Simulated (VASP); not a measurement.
Wanted: the native input for a VASP 6.6.1 run.

```
Task                   : relaxation of cell and atoms
Functional             : PBE
Potentials or basis    : VASP PAW PBE potentials, release 64 (Sn_d, Te, S)
Cutoff                 : 520 eV
k mesh                 : 3 × 3 × 2
Occupations            : gaussian, width 0.15 eV
Spin                   : no spin polarisation
Further INCAR settings : PREC = Normal; ALGO = Fast; EDIFF = 0.0001; IBRION = 2; EDIFFG = -0.08; NSW = 24; ISIF = 3
```

The structure of SnTeS4 lies in POSCAR:

```
SnTeS4
1.0
    4.4248699800      0.0000000000      0.0000000000
    0.0000000000      4.4248699800      0.0000000000
    0.0000000000      0.0000000000      9.1785163800
Sn Te S
1 1 4
Direct
    0.5000000000      0.5000000000      0.5000000000
    0.0000000000      0.0000000000      0.5000000000
    0.5000000000      0.5000000000      0.0000000000
    0.0000000000      0.0000000000      0.2412755900
    0.0000000000      0.0000000000      0.7587244100
    0.0000000000      0.0000000000      0.0000000000
```

The cell was built by a generator and needn't be a form met in nature.

One way to write it, as run:

INCAR

```
PREC = Normal ; ENCUT = 520
EDIFF = 1E-4 ; ISMEAR = 0
SIGMA = 0.15 ; LREAL = False
LASPH = True ; NELM = 60
ALGO = Fast ; ISIF = 3
LWAVE = False ; LCHARG = False
GGA = PE ; IBRION = 2
NSW = 24 ; EDIFFG = -0.08
```

KPOINTS

```
Automatic mesh
0
Gamma
  3 3 2
```

Potentials or basis: VASP PAW PBE potentials, release 64 (Sn_d, Te, S).

Run with:

```sh
$ cat potpaw_PBE.64/Sn_d/POTCAR potpaw_PBE.64/Te/POTCAR potpaw_PBE.64/S/POTCAR > POTCAR
$ mpirun -np 1 vasp_std > vasp.out
```

Results of the run:

```yaml
Relaxed_volume: 28.64 Å³/atom
Relaxed_cell: a = 4.174 Å, b = 4.174 Å, c = 9.862 Å, α = 90.00°, β = 90.00°, γ = 90.00°
Space_group_after_relaxing_to_0.05_Å: P4/mmm (No. 123)
Energy_gained_by_relaxing: 116.9 meV/atom
Ionic_steps: 17
Pressure_after_relaxing: -0.2 GPa
Largest_force_after_relaxing: 0.073 eV/Å
Band_gap_on_the_k_mesh: none (metal or under the smearing width)
```

Caveat: the k mesh is coarse (spacing up to 0.47 Å⁻¹), so the values aren't converged; the relaxation stopped at a loose force limit of 0.08 eV/Å, so its end isn't a converged minimum.

Wall time 98 s on 1 thread of AMD EPYC 9R45 96-Core Processor (Zen 5) (shared host), peak memory 0.19 GiB.
